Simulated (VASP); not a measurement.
# GW on C (Diamond), part 4 of 5

How does the gap of C (Diamond) change from the starting functional to GW? The cell has space group Fd-3m. The start is a cell from a database of measured crystal structures.

VASP 6.6.1, plane waves and PAW; the level of theory is named at each step.

So far, quasiparticle gap on the mesh (eV): step 4 (G0W0, functional PBE, start PBE, G0W0 on PBE) 5.34; step 8 (G0W0, functional HSE with 0.08 exact exchange, start HSE with 0.08 exact …) 5.48; step 11 (G0W0, functional HSE with 0.16 exact exchange, start HSE with 0.16 exact …) 5.61.

### 14. G0W0, functional HSE with 0.25 exact exchange, start HSE with 0.25 exact exchange

This step: G0W0 on HSE with 0.25 exact exchange; plane waves and PAW (C_GW) (VASP 6.6.1).

G0W0 keeps orbitals and screening fixed and shifts each of the lowest NBANDSGW levels once.

Input file INCAR:

```
SYSTEM = C
PREC = Accurate
ENCUT = 440
ISMEAR = 0
SIGMA = 0.01
LREAL = .FALSE.
LHFCALC = .TRUE.
AEXX = 0.25
GGA = PE
LASPH = .TRUE.
NBANDS = 40
PRECFOCK = Fast
HFSCREEN = 0.2
ALGO = EVGW0
NELMGW = 1
ENCUTGW = 120
NOMEGA = 64
NBANDSGW = 16
LWAVE = .FALSE.
LCHARG = .FALSE.
```

Input file POSCAR:

```
C
1.0
    0.0000000000      1.7833700000      1.7833700000
    1.7833700000      0.0000000000      1.7833700000
    1.7833700000      1.7833700000      0.0000000000
C
2
Direct
    0.7500000000      0.7500000000      0.7500000000
    0.5000000000      0.5000000000      0.5000000000
```

Input file KPOINTS:

```
Automatic mesh
0
Gamma
6 6 6
0 0 0
```

The projector-augmented-wave data sets are C_GW (PBE family, release 64).

The WAVECAR or CHGCAR of an earlier step is read.

The run is started by

```console
$ mpirun -np 8 vasp_std
```

What it wrote:

```text
[banner, memory and clock lines left out]
running    8 mpi-ranks, on    1 nodes
[...]
[... a notice as in an earlier step ...]

 [... a notice as in an earlier step ...]

 LDA part: xc-table for (Slater+PW92), standard interpolation
 found WAVECAR, reading the header
 POSCAR, INCAR and KPOINTS ok, starting setup
[...]
reading WAVECAR
 the WAVECAR file was read successfully
 initial charge from wavefunction
 available memory per node:     69.81 GB, setting MAXMEM to     71487

 The Fermi energy was updated, please check that it is located mid-gap
 values below the HOMO (VB) or above the LUMO (CB) will cause erroneous energies
 E-fermi :  11.8009

 calculate exact exchange contribution
 the WAVEDER file was read successfully
energies w=
    0.000    0.000    1.002    0.000    2.001    0.000    2.996    0.000
    3.985    0.000    4.965    0.000    5.935    0.000    6.894    0.000
    7.840    0.000    8.774    0.000    9.696    0.000   10.604    0.000
[...]
total number of BLAS operations         22.14 Gflops
NQ=  12   -0.3333    0.3333    0.0000,
|.........|.........|.........|.........|.........|.........|.........|.........
 performed       2489000 updates of chi_q(r,r)
 total number of BLAS operations         24.35 Gflops
NQ=  13    0.5000    0.5000    0.0000,
|.........|.........|.........|.........|.........|.........|.........|.........
 performed       2610000 updates of chi_q(r,r)
 total number of BLAS operations         25.90 Gflops
NQ=  14    0.5000    0.3333    0.1667,
|.........|.........|.........|.........|.........|.........|.........|.........
 performed       2928000 updates of chi_q(r,r)
 total number of BLAS operations         28.84 Gflops
NQ=  15   -0.3333    0.3333    0.1667,
|.........|.........|.........|.........|.........|.........|.........|.........
 performed       3225000 updates of chi_q(r,r)
 total number of BLAS operations         30.98 Gflops
NQ=  16   -0.3333    0.5000    0.1667,
|.........|.........|.........|.........|.........|.........|.........|.........
 performed       3465000 updates of chi_q(r,r)
 total number of BLAS operations         32.95 Gflops
 resolving degeneracies of screened two electron integrals

 calculate QP shifts <psi_nk| G(iteration)W_0 |psi_nk>: iteration 1
 entering main loop
```

It took 17 s on 8 MPI ranks of Intel Xeon Platinum 8488C (Sapphire Rapids), shared host; peak memory 1.6 GiB.

Parts of OUTCAR (step 14):

```text
 QP shifts <psi_nk| G(iteration)W_0 |psi_nk>: iteration 1
 for sc-GW calculations column KS-energies equals QP-energies in previous step
 and V_xc(KS)=  KS-energies - (<T + V_ion + V_H > + <T+V_H+V_ion>^1  + <V_x>^1)
 k-point   1 :       0.0000    0.0000    0.0000
  band No.  KS-energies  QP-energies   sigma(KS)   V_xc(KS)     V^pw_x(r,r')   Z            occupation Imag(sigma)
      1     -14.4041     -14.0616     -17.0165     -17.4602     -25.4456       0.7720       2.0000       1.2805
      2       9.1280       9.1831     -17.2833     -17.3483     -19.2862       0.8476       2.0000       0.0509
      3       9.1280       9.1831     -17.2833     -17.3483     -19.2862       0.8476       2.0000       0.0509
      4       9.1280       9.1831     -17.2833     -17.3483     -19.2862       0.8476       2.0000       0.0509
      5      16.1314      16.8733     -13.7425     -14.6228      -9.2000       0.8428       0.0000      -0.0766
      6      16.1314      16.8733     -13.7425     -14.6228      -9.2000       0.8428       0.0000      -0.0766
      7      16.1314      16.8733     -13.7425     -14.6228      -9.2000       0.8428       0.0000      -0.0766
      8      24.4067      24.8335     -14.3553     -14.8902      -7.6883       0.7978       0.0000      -0.1670
    ...

[... 2 parts as in an earlier step ...]

[... 1 further part left out ...]
[key lines of the parts left out:]
E-fermi :  11.8009
```

GW takes the gap from 5.346 to 5.757 eV. That is +416 meV against G0W0 on PBE. The value holds for 40 bands, ENCUTGW = 120 eV and this mesh, and isn't shown to be converged in them.

### 15. Another starting point, functional HSE with 0.33 exact exchange

This step: HSE with 0.33 exact exchange; plane waves and PAW (C_GW) (VASP 6.6.1).

To see how much the result owes to its start, the ground state is made again with HSE with 0.33 exact exchange. A small SIGMA keeps every occupation at zero or full.

Input file INCAR:

```
SYSTEM = C
PREC = Accurate
ENCUT = 440
EDIFF = 1E-08
NELM = 100
ISMEAR = 0
SIGMA = 0.01
LREAL = .FALSE.
ALGO = Normal
LHFCALC = .TRUE.
AEXX = 0.33
GGA = PE
LASPH = .TRUE.
NBANDS = 10
PRECFOCK = Fast
LORBIT = 11
LWAVE = .TRUE.
LCHARG = .FALSE.
KPAR = 8
HFSCREEN = 0.2
```

POSCAR is that of step 14.

KPOINTS is that of step 14.

The run is started by

```console
$ mpirun -np 8 vasp_std
```

What it wrote:

```text
[... set-up lines as in an earlier step ...]
 entering main loop
       N       E                     dE             d eps       ncg     rms          rms(c)
DAV:   1    -0.220255316109E+02   -0.22026E+02   -0.51405E-01   426   0.851E+00    0.451E-01
DAV:   2    -0.220268850662E+02   -0.13535E-02   -0.31397E-03   360   0.436E-01    0.290E-01
DAV:   3    -0.220257144110E+02    0.11707E-02   -0.70593E-04   356   0.292E-01    0.163E-01
DAV:   4    -0.220253914617E+02    0.32295E-03   -0.25159E-04   438   0.189E-01    0.906E-02
[...]
DAV:  10    -0.220252691705E+02    0.20125E-06   -0.75384E-08   426   0.377E-03    0.319E-03
DAV:  11    -0.220252690981E+02    0.72359E-07   -0.23733E-08   324   0.210E-03    0.184E-03
DAV:  12    -0.220252690986E+02   -0.43343E-09   -0.70926E-09   166   0.118E-03
   1 F= -.22025269E+02 E0= -.22025269E+02  d E =-.532243E-30
 writing wavefunctions
```

Elapsed: 21 s, on 8 MPI ranks; peak memory 1.6 GiB; 2.7 min of CPU time.

OUTCAR, selected parts (step 15):

```text
 POSITION                                       TOTAL-FORCE (eV/Angst)
 -----------------------------------------------------------------------------------
      2.67505      2.67505      2.67505        -0.000000     -0.000000      0.000000
      1.78337      1.78337      1.78337         0.000000      0.000000     -0.000000
 -----------------------------------------------------------------------------------
    total drift:                               -0.000000     -0.000000     -0.000000

  FREE ENERGIE OF THE ION-ELECTRON SYSTEM (eV)
  ---------------------------------------------------
  free  energy   TOTEN  =       -22.0252690986 eV

  energy  without entropy=      -22.0252690986  energy(sigma->0) =      -22.02526910

[... 2 parts as in an earlier step ...]

[... 1 further part left out ...]
[key lines of the parts left out:]
E-fermi :   8.9926
```

### 16. Empty bands, functional HSE with 0.33 exact exchange

ALGO = Exact makes the empty bands from the converged ground state in one step. LOPTICS writes the k-derivatives of the orbitals (WAVEDER), which give the long-wavelength limit of the screening.

Input file INCAR:

```
SYSTEM = C
PREC = Accurate
ENCUT = 440
ISMEAR = 0
SIGMA = 0.01
LREAL = .FALSE.
LHFCALC = .TRUE.
AEXX = 0.33
GGA = PE
LASPH = .TRUE.
NBANDS = 40
PRECFOCK = Fast
HFSCREEN = 0.2
ALGO = Exact
NELM = 1
LWAVE = .TRUE.
LCHARG = .FALSE.
LOPTICS = .TRUE.
NEDOS = 1000
CSHIFT = 0.1
```

POSCAR is that of step 15.

KPOINTS is that of step 15.

The run starts from files that an earlier step left in the folder.

The run is started by

```console
$ mpirun -np 8 vasp_std
```

What it wrote:

```text
[... set-up lines as in an earlier step ...]
 entering main loop
       N       E                     dE             d eps       ncg     rms          rms(c)
DIA:   1    -0.220252691396E+02   -0.22025E+02    0.00000E+00     0   0.000E+00
   1 F= -.22025269E+02 E0= -.22025269E+02  d E =-.366956-102
 writing wavefunctions
 optical routines
 imaginary and real dielectric function
 recalculating local potential from charge density
 direction            1
 direction            2
 direction            3
```

Wall time 86 s (8 MPI ranks); peak memory 1.6 GiB.

OUTCAR, selected parts (step 16):

```text
 POSITION                                       TOTAL-FORCE (eV/Angst)
 -----------------------------------------------------------------------------------
      2.67505      2.67505      2.67505        -0.000000     -0.000000      0.000000
      1.78337      1.78337      1.78337         0.000000      0.000000     -0.000000
 -----------------------------------------------------------------------------------
    total drift:                                0.000000      0.000000      0.000000

  FREE ENERGIE OF THE ION-ELECTRON SYSTEM (eV)
  ---------------------------------------------------
  free  energy   TOTEN  =       -22.0252691396 eV

  energy  without entropy=      -22.0252691396  energy(sigma->0) =      -22.02526914

[... 2 parts as in an earlier step ...]

[... 1 further part left out ...]
[key lines of the parts left out:]
E-fermi :   9.0655
```

### 17. G0W0, functional HSE with 0.33 exact exchange, start HSE with 0.33 exact exchange

This step: G0W0 on HSE with 0.33 exact exchange; plane waves and PAW (C_GW) (VASP 6.6.1).

One pass of GW corrects the levels to first order, with G and W from the starting orbitals.

Input file INCAR:

```
SYSTEM = C
PREC = Accurate
ENCUT = 440
ISMEAR = 0
SIGMA = 0.01
LREAL = .FALSE.
LHFCALC = .TRUE.
AEXX = 0.33
GGA = PE
LASPH = .TRUE.
NBANDS = 40
PRECFOCK = Fast
HFSCREEN = 0.2
ALGO = EVGW0
NELMGW = 1
ENCUTGW = 120
NOMEGA = 64
NBANDSGW = 16
LWAVE = .FALSE.
LCHARG = .FALSE.
```

POSCAR is that of step 16.

KPOINTS is that of step 16.

The WAVECAR or CHGCAR of an earlier step is read.

The run is started by

```console
$ mpirun -np 8 vasp_std
```

What it wrote:

```text
[banner, memory and clock lines left out]
running    8 mpi-ranks, on    1 nodes
[...]
[... a notice as in an earlier step ...]

 [... a notice as in an earlier step ...]

 LDA part: xc-table for (Slater+PW92), standard interpolation
 found WAVECAR, reading the header
 POSCAR, INCAR and KPOINTS ok, starting setup
[...]
reading WAVECAR
 the WAVECAR file was read successfully
 initial charge from wavefunction
 available memory per node:     69.17 GB, setting MAXMEM to     70832

 The Fermi energy was updated, please check that it is located mid-gap
 values below the HOMO (VB) or above the LUMO (CB) will cause erroneous energies
 E-fermi :  11.7836

 calculate exact exchange contribution
 the WAVEDER file was read successfully
energies w=
    0.000    0.000    1.026    0.000    2.049    0.000    3.068    0.000
    4.080    0.000    5.083    0.000    6.076    0.000    7.058    0.000
    8.027    0.000    8.984    0.000    9.927    0.000   10.857    0.000
[...]
total number of BLAS operations         22.14 Gflops
NQ=  12   -0.3333    0.3333    0.0000,
|.........|.........|.........|.........|.........|.........|.........|.........
 performed       2489000 updates of chi_q(r,r)
 total number of BLAS operations         24.35 Gflops
NQ=  13    0.5000    0.5000    0.0000,
|.........|.........|.........|.........|.........|.........|.........|.........
 performed       2610000 updates of chi_q(r,r)
 total number of BLAS operations         25.90 Gflops
NQ=  14    0.5000    0.3333    0.1667,
|.........|.........|.........|.........|.........|.........|.........|.........
 performed       2928000 updates of chi_q(r,r)
 total number of BLAS operations         28.84 Gflops
NQ=  15   -0.3333    0.3333    0.1667,
|.........|.........|.........|.........|.........|.........|.........|.........
 performed       3225000 updates of chi_q(r,r)
 total number of BLAS operations         30.98 Gflops
NQ=  16   -0.3333    0.5000    0.1667,
|.........|.........|.........|.........|.........|.........|.........|.........
 performed       3465000 updates of chi_q(r,r)
 total number of BLAS operations         32.95 Gflops
 resolving degeneracies of screened two electron integrals

 calculate QP shifts <psi_nk| G(iteration)W_0 |psi_nk>: iteration 1
 entering main loop
```

Wall time 23 s (8 MPI ranks); peak memory 1.6 GiB; 2.5 min of CPU time.

OUTCAR, selected parts (step 17):

```text
 QP shifts <psi_nk| G(iteration)W_0 |psi_nk>: iteration 1
 for sc-GW calculations column KS-energies equals QP-energies in previous step
 and V_xc(KS)=  KS-energies - (<T + V_ion + V_H > + <T+V_H+V_ion>^1  + <V_x>^1)
 k-point   1 :       0.0000    0.0000    0.0000
  band No.  KS-energies  QP-energies   sigma(KS)   V_xc(KS)     V^pw_x(r,r')   Z            occupation Imag(sigma)
      1     -15.2661     -14.3288     -17.1146     -18.3191     -25.4520       0.7781       2.0000       1.2487
      2       8.9150       9.1095     -17.3099     -17.5381     -19.3150       0.8521       2.0000       0.0506
      3       8.9150       9.1095     -17.3099     -17.5381     -19.3150       0.8521       2.0000       0.0506
      4       8.9150       9.1095     -17.3099     -17.5381     -19.3150       0.8521       2.0000       0.0506
      5      16.3839      16.9446     -13.6747     -14.3364      -9.1652       0.8475       0.0000      -0.0760
      6      16.3839      16.9446     -13.6747     -14.3364      -9.1652       0.8475       0.0000      -0.0760
      7      16.3839      16.9446     -13.6747     -14.3364      -9.1652       0.8475       0.0000      -0.0760
      8      24.8300      24.9716     -14.2385     -14.4148      -7.6545       0.8034       0.0000      -0.1613
    ...

[... 2 parts as in an earlier step ...]

[... 1 further part left out ...]
[key lines of the parts left out:]
E-fermi :  11.7836
```

GW takes the gap from 5.737 to 5.887 eV. That is +546 meV against G0W0 on PBE. The value holds for 40 bands, ENCUTGW = 120 eV and this mesh, and isn't shown to be converged in them.

### 18. Another starting point, functional HSE with 0.42 exact exchange

This step: HSE with 0.42 exact exchange; plane waves and PAW (C_GW) (VASP 6.6.1).

To see how much the result owes to its start, the ground state is made again with HSE with 0.42 exact exchange. EDIFF is tight for accurate orbitals, and a narrow smearing avoids fractional occupations.

Input file INCAR:

```
SYSTEM = C
PREC = Accurate
ENCUT = 440
EDIFF = 1E-08
NELM = 100
ISMEAR = 0
SIGMA = 0.01
LREAL = .FALSE.
ALGO = Normal
LHFCALC = .TRUE.
AEXX = 0.42
GGA = PE
LASPH = .TRUE.
NBANDS = 10
PRECFOCK = Fast
LORBIT = 11
LWAVE = .TRUE.
LCHARG = .FALSE.
KPAR = 8
HFSCREEN = 0.2
```

POSCAR is that of step 17.

KPOINTS is that of step 17.

The run is started by

```console
$ mpirun -np 8 vasp_std
```

What it wrote:

```text
[... set-up lines as in an earlier step ...]
 entering main loop
       N       E                     dE             d eps       ncg     rms          rms(c)
DAV:   1    -0.230966775528E+02   -0.23097E+02   -0.81270E-01   426   0.108E+01    0.561E-01
DAV:   2    -0.231004345963E+02   -0.37570E-02   -0.68746E-03   360   0.672E-01    0.372E-01
DAV:   3    -0.230983695984E+02    0.20650E-02   -0.12581E-03   366   0.385E-01    0.210E-01
DAV:   4    -0.230977960862E+02    0.57351E-03   -0.48890E-04   432   0.263E-01    0.116E-01
[...]
DAV:  10    -0.230975775096E+02    0.40345E-06   -0.13718E-07   414   0.480E-03    0.385E-03
DAV:  11    -0.230975773850E+02    0.12453E-06   -0.45087E-08   340   0.273E-03    0.221E-03
DAV:  12    -0.230975773751E+02    0.99465E-08   -0.14247E-08   174   0.160E-03
   1 F= -.23097577E+02 E0= -.23097577E+02  d E =-.383170-152
 writing wavefunctions
```

It took 20 s on 8 MPI ranks; peak memory 1.6 GiB.

OUTCAR, selected parts (step 18):

```text
 POSITION                                       TOTAL-FORCE (eV/Angst)
 -----------------------------------------------------------------------------------
      2.67505      2.67505      2.67505        -0.000000     -0.000000     -0.000000
      1.78337      1.78337      1.78337         0.000000      0.000000      0.000000
 -----------------------------------------------------------------------------------
    total drift:                               -0.000000     -0.000000     -0.000000

  FREE ENERGIE OF THE ION-ELECTRON SYSTEM (eV)
  ---------------------------------------------------
  free  energy   TOTEN  =       -23.0975773751 eV

  energy  without entropy=      -23.0975773751  energy(sigma->0) =      -23.09757738

[... 2 parts as in an earlier step ...]

[... 1 further part left out ...]
[key lines of the parts left out:]
E-fermi :   8.8552
```

### 19. Empty bands, functional HSE with 0.42 exact exchange

ALGO = Exact makes the empty bands from the converged ground state in one step. LOPTICS writes the k-derivatives of the orbitals (WAVEDER), which give the long-wavelength limit of the screening.

Input file INCAR:

```
SYSTEM = C
PREC = Accurate
ENCUT = 440
ISMEAR = 0
SIGMA = 0.01
LREAL = .FALSE.
LHFCALC = .TRUE.
AEXX = 0.42
GGA = PE
LASPH = .TRUE.
NBANDS = 40
PRECFOCK = Fast
HFSCREEN = 0.2
ALGO = Exact
NELM = 1
LWAVE = .TRUE.
LCHARG = .FALSE.
LOPTICS = .TRUE.
NEDOS = 1000
CSHIFT = 0.1
```

POSCAR is that of step 18.

KPOINTS is that of step 18.

The WAVECAR or CHGCAR of an earlier step is read.

The run is started by

```console
$ mpirun -np 8 vasp_std
```

What it wrote:

```text
[... set-up lines as in an earlier step ...]
 entering main loop
       N       E                     dE             d eps       ncg     rms          rms(c)
DIA:   1    -0.230975773833E+02   -0.23098E+02    0.00000E+00     0   0.000E+00
   1 F= -.23097577E+02 E0= -.23097577E+02  d E =-.109617E-22
 writing wavefunctions
 optical routines
 imaginary and real dielectric function
 recalculating local potential from charge density
 direction            1
 direction            2
 direction            3
```

Elapsed: 74 s, on 8 MPI ranks; peak memory 1.7 GiB; 9.3 min of CPU time.

From OUTCAR (step 19):

```text
 POSITION                                       TOTAL-FORCE (eV/Angst)
 -----------------------------------------------------------------------------------
      2.67505      2.67505      2.67505         0.000000      0.000000      0.000000
      1.78337      1.78337      1.78337        -0.000000     -0.000000     -0.000000
 -----------------------------------------------------------------------------------
    total drift:                                0.000000     -0.000000      0.000000

  FREE ENERGIE OF THE ION-ELECTRON SYSTEM (eV)
  ---------------------------------------------------
  free  energy   TOTEN  =       -23.0975773833 eV

  energy  without entropy=      -23.0975773833  energy(sigma->0) =      -23.09757738

[... 2 parts as in an earlier step ...]

[... 1 further part left out ...]
[key lines of the parts left out:]
E-fermi :   8.7364
```

(Part 4 of 5 ends here.)

[Lines on the potential files, build, host, timing and source positions are cut from VASP's logs without a mark.]

[Logs are printed without paths, hosts, clocks, repeated set-up lines and the standing remarks that a program may print on its own settings, such as how far it seeks lower states.]

[Hosts, paths, dates, database ids (printed as entryN), source tags and the programs' standing remarks are cut or masked in the printed files.]

[Pressures printed for these runs are not shown converged in the cutoff: they can be off by several GPa and have the wrong sign.]
